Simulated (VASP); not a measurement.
OSZICAR of a VASP run on GaN (wurtzite):

OSZICAR:
```
       N       E                     dE             d eps       ncg     rms          rms(c)
DAV:   1     0.265158455524E+03    0.26516E+03   -0.16928E+04  1108   0.278E+03
DAV:   2     0.736514733487E+01   -0.25779E+03   -0.25018E+03  1190   0.501E+02
DAV:   3    -0.268693081432E+02   -0.34234E+02   -0.33466E+02  1200   0.149E+02
DAV:   4    -0.282435548705E+02   -0.13742E+01   -0.13710E+01  1468   0.316E+01
DAV:   5    -0.282682213267E+02   -0.24666E-01   -0.24660E-01  1206   0.390E+00    0.108E+01
DAV:   6    -0.242382451309E+02    0.40300E+01   -0.15493E+01  1896   0.562E+01    0.317E+00
DAV:   7    -0.243520205704E+02   -0.11378E+00   -0.16179E+00  1158   0.105E+01    0.272E+00
DAV:   8    -0.243506402670E+02    0.13803E-02   -0.26522E-01  1746   0.758E+00    0.834E-01
DAV:   9    -0.243300711274E+02    0.20569E-01   -0.10415E-01  1882   0.533E+00    0.355E-01
DAV:  10    -0.243310082586E+02   -0.93713E-03   -0.51489E-03  1240   0.760E-01    0.121E-01
DAV:  11    -0.243308954856E+02    0.11277E-03   -0.16911E-03  1630   0.752E-01    0.339E-02
DAV:  12    -0.243309134721E+02   -0.17986E-04   -0.19021E-04  1122   0.100E-01    0.176E-02
DAV:  13    -0.243309121025E+02    0.13696E-05   -0.52098E-05  1504   0.147E-01    0.184E-02
DAV:  14    -0.243309123935E+02   -0.29098E-06   -0.69717E-06  1494   0.424E-02
   1 F= -.24330912E+02 E0= -.24330912E+02  d E =-.243309E+02
       N       E                     dE             d eps       ncg     rms          rms(c)
DAV:   1    -0.243319222294E+02   -0.10101E-02   -0.16704E-02  1376   0.279E+00    0.197E-01
DAV:   2    -0.243311976356E+02    0.72459E-03   -0.22755E-03  1438   0.112E+00    0.960E-02
DAV:   3    -0.243309628667E+02    0.23477E-03   -0.48649E-04  1660   0.510E-01    0.201E-02
DAV:   4    -0.243309552289E+02    0.76378E-05   -0.10943E-04  1074   0.941E-02    0.138E-02
DAV:   5    -0.243309481833E+02    0.70456E-05   -0.71803E-06  1492   0.276E-02    0.594E-03
DAV:   6    -0.243309469030E+02    0.12804E-05   -0.16847E-06   686   0.233E-02    0.218E-03
DAV:   7    -0.243309469252E+02   -0.22274E-07   -0.18604E-07   528   0.602E-03
   2 F= -.24330947E+02 E0= -.24330947E+02  d E =-.345317E-04
```

Q: Which electronic solver shows in the log?

A: It is blocked Davidson (ALGO = Normal, or the opening steps of other solvers). The INCAR had ALGO = Normal.

Q: Can the final energy be trusted as converged?

A: The run converged. It stopped with EDIFF = 1E-6, NELM = 100, NSW = 60 and EDIFFG = -0.02 after 2 ionic steps (PBE GGA, plane waves, VASP's PBE PAW potentials (set 64)).

The compound is GaN in the wurtzite structure. This run relaxes it. Symmetry was kept, so distortions that lower it aren't found. The start is the result of an earlier pass.
